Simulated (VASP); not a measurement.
Given:

```
CaF2
1.0
    0.00000     2.73300     2.69480
    2.79725     0.00000     2.69480
    2.79725     2.73300     0.00000
Ca F
1 2
Direct
  0.00000   0.00000   0.00000
  0.25000   0.25000   0.25000
  0.74212   0.75788   0.75788
```

Method: PBE GGA, VASP's PBE PAW potentials (set 64) (plane waves; VASP). Numerical set-up: LASPH = .FALSE., 520 eV cut-off, 6×6×6 Γ-centred mesh, Gaussian smearing of 0.050 eV, potentials Ca_sv F.

Question: What does the run give for the energy per atom (σ→0), pressure, largest force?

Answer: 
| Quantity | Result |
|---|---|
| energy per atom (σ→0) | -5.774 eV/atom |
| pressure | 1.57 GPa |
| largest force | 0.184 eV/Å |

Total energies compare only between runs with the same potentials, cut-off and functional.

The compound is CaF2 in the fluorite structure. The cell was not relaxed at this level, atoms are displaced from their ideal sites. The run is one of a series of settings (LASPH = .FALSE. against the base run), some of them coarse on purpose.
